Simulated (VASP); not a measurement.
Consider the following.

```
CELL_PARAMETERS angstrom
      0.00000     3.77910     3.77910
      3.77910     0.00000     3.77910
      3.77910     3.77910     0.00000
ATOMIC_POSITIONS crystal
  K  0.25000 0.25000 0.25000
  K  0.75000 0.75000 0.75000
  S  0.00000 0.00000 0.00000
```

All values below come from PBE GGA, VASP's PBE PAW potentials (set 64) (plane waves; VASP). Run with 520 eV cut-off, 5×5×5 Γ-centred mesh, Gaussian smearing of 0.050 eV, potentials K_pv S.

### Question
What does the run give for the energy per atom (σ→0)?

### Answer

| Quantity | Result |
|---|---|
| energy per atom (σ→0) | -3.113 eV/atom |

The compound is K2S in the antifluorite structure. The cell was not relaxed at this level. The run is one of a series of settings (ENCUT = 520, POTCAR K_pv S (PBE.64 set) against the base run), some of them coarse on purpose.
